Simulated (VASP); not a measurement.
Level of theory: PBEsol GGA with spin-orbit coupling, VASP's PBE PAW potentials (set 64) (plane waves; VASP 6.6.1).

VASP input:

### KPOINTS
```
Automatic mesh
0
Gamma
19 19 19
0 0 0
```

POSCAR:
```
Tc
2.7264110
  0.0000000000   0.7071068889   0.7071068889
  0.7071068889   0.0000000000   0.7071068889
  0.7071068889   0.7071068889   0.0000000000
Tc
1
Cartesian
  0.0000000000   0.0000000000   0.0000000000
```

**INCAR**
```
EDIFF  =  1E-6   # SCF stop (eV)
GGA_COMPAT  =  .FALSE.
ISMEAR  =  -1   # Fermi-Dirac
LASPH  =  .TRUE.
ISIF  =  2   # forces and stress, cell fixed
SIGMA  =  0.1
MAGMOM  =  0.0 0.0 0.0
LSORBIT  =  .TRUE.
LNONCOLLINEAR  =  .TRUE.
ENCUT  =  300   # plane-wave cut-off (eV)
LWAVE  =  .FALSE.
LCHARG  =  .FALSE.
PREC  =  Accurate
LORBIT  =  11
ALGO  =  Normal
SYSTEM  =  Tc
NELM  =  100   # most electronic steps
LREAL  =  .FALSE.   # projection in real space or not
LMAXMIX  =  4
GGA  =  PS
```

POTCAR, in this order: Tc_pv (PBE.64 set). Program: vasp_ncl.

What VASP printed:

### OSZICAR
```
       N       E                     dE             d eps       ncg     rms          rms(c)
DAV:   1     0.992895713852E+02    0.99290E+02   -0.61869E+03 10468   0.864E+02
DAV:   2    -0.100762530128E+02   -0.10937E+03   -0.10674E+03  9472   0.312E+02
DAV:   3    -0.121547322953E+02   -0.20785E+01   -0.20687E+01 10188   0.519E+01
DAV:   4    -0.121660134016E+02   -0.11281E-01   -0.11280E-01  9476   0.401E+00
DAV:   5    -0.121661281312E+02   -0.11473E-03   -0.11473E-03  9876   0.372E-01    0.176E+01
DAV:   6    -0.114095960215E+02    0.75653E+00   -0.13832E+00  9400   0.159E+01    0.527E+00
DAV:   7    -0.113198754359E+02    0.89721E-01   -0.21665E-01  9872   0.585E+00    0.771E-01
DAV:   8    -0.113145638277E+02    0.53116E-02   -0.22953E-03  9288   0.649E-01    0.537E-01
DAV:   9    -0.113132174784E+02    0.13463E-02   -0.65372E-04  9780   0.363E-01    0.643E-02
DAV:  10    -0.113132260023E+02   -0.85239E-05   -0.13050E-05  9636   0.374E-02    0.148E-02
DAV:  11    -0.113132284996E+02   -0.24973E-05   -0.17888E-06  9640   0.145E-02    0.372E-03
DAV:  12    -0.113132283588E+02    0.14085E-06   -0.83053E-08  4876   0.370E-03
   1 F= -.11313228E+02 E0= -.11295403E+02  d E =-.356515E-01  mag=    -0.0000     0.0000    -0.0000
```

**OUTCAR**
```
------------------------ aborting loop because EDIFF is reached ----------------------------------------
  FORCE on cell =-STRESS in cart. coord.  units (eV):
  Direction    XX          YY          ZZ          XY          YZ          ZX
  --------------------------------------------------------------------------------------
  Total       -0.6667957     -0.6667957     -0.6667957      0.0000000      0.0000000     -0.0000000
  in kB      -74.5494052    -74.5494052    -74.5494052      0.0000000      0.0000000     -0.0000000
  external PRESSURE =     -74.5494052 kB  Pullay stress =       0.0000000 kB
  volume of cell :       14.33
      direct lattice vectors                 reciprocal lattice vectors
     0.000000000  1.927864000  1.927864000    -0.259354394  0.259354394  0.259354394
     1.927864000  0.000000000  1.927864000     0.259354394 -0.259354394  0.259354394
     1.927864000  1.927864000  0.000000000     0.259354394  0.259354394 -0.259354394
 POSITION                                       TOTAL-FORCE (eV/Angst)
 -----------------------------------------------------------------------------------
      0.00000      0.00000      0.00000        -0.000000     -0.000000     -0.000000
 -----------------------------------------------------------------------------------
    total drift:                               -0.000000     -0.000000      0.000000
  FREE ENERGIE OF THE ION-ELECTRON SYSTEM (eV)
  ---------------------------------------------------
  free  energy   TOTEN  =       -11.3132283588 eV

  energy  without entropy=      -11.2775768179  energy(sigma->0) =      -11.29540259

 total charge

# of ion       s       p       d       tot
------------------------------------------
    1        0.479   6.506   5.098  12.083

 magnetization (x)

# of ion       s       p       d       tot
------------------------------------------
    1        0.000   0.000   0.000   0.000

 magnetization (y)

# of ion       s       p       d       tot
------------------------------------------
    1       -0.000   0.000   0.000  -0.000

 magnetization (z)

# of ion       s       p       d       tot
------------------------------------------
    1        0.000   0.000   0.000   0.000

 Ion:    1  E_soc:     -0.1943176
```
(Selected blocks of OUTCAR.)

OUTCAR:
```
 val. band max:       12.6740122543   @ k =  -0.4737   0.4211   0.1053

 cond. band min:      12.6835996625   @ k =   0.3158   0.2105   0.0000


 Fermi energy:        12.6756755865

 k-point     1 :       0.0000    0.0000    0.0000
  band No.  band energies     occupation
      1     -27.5565      1.00000
      2     -27.5565      1.00000
      3     -24.6289      1.00000
      4     -24.6289      1.00000
      5     -24.6289      1.00000
      6     -24.6289      1.00000
      7       5.1095      1.00000
      8       5.1095      1.00000
      9      10.8218      1.00000
     10      10.8218      1.00000
     11      10.8218      1.00000
     12      10.8218      1.00000
     13      10.9915      1.00000
     14      10.9915      1.00000
     15      13.5296      0.00020
     16      13.5296      0.00020
     17      13.5296      0.00020
     18      13.5296      0.00020
     19      26.6811      0.00000
     20      26.6811      0.00000

 k-point     2 :       0.0526    0.0000    0.0000
  band No.  band energies     occupation
      1     -27.5698      1.00000
      2     -27.5698      1.00000
      3     -24.6571      1.00000
      4     -24.6571      1.00000
      5     -24.6339      1.00000
      6     -24.6339      1.00000
      7       5.2295      1.00000
      8       5.2295      1.00000
      9      10.7773      1.00000
     10      10.7773      1.00000
     11      10.8712      1.00000
     12      10.8712      1.00000
     13      11.0196      1.00000
     14      11.0196      1.00000
     15      13.4861      0.00030
     16      13.4861      0.00030
     17      13.4949      0.00028
     18      13.4949      0.00028
     19      26.8999      0.00000
     20      26.8999      0.00000

 k-point     3 :       0.1053    0.0000    0.0000
  band No.  band energies     occupation
      1     -27.6089      1.00000
      2     -27.6089      1.00000
      3     -24.7373      1.00000
      4     -24.7373      1.00000
      5     -24.6482      1.00000
...
```

At this cut-off the stress carries a Pulay error, which pulls relaxed volumes low.

The structure was generated: Tc was put into an ordered model structure, which need not be its known phase. The cell was not relaxed at this level. The run is one of a series of settings (GGA_COMPAT = .FALSE., LNONCOLLINEAR = .TRUE., LSORBIT = .TRUE., MAGMOM = 0.0 0.0 0.0, program vasp_ncl against the base run), some of them coarse on purpose.
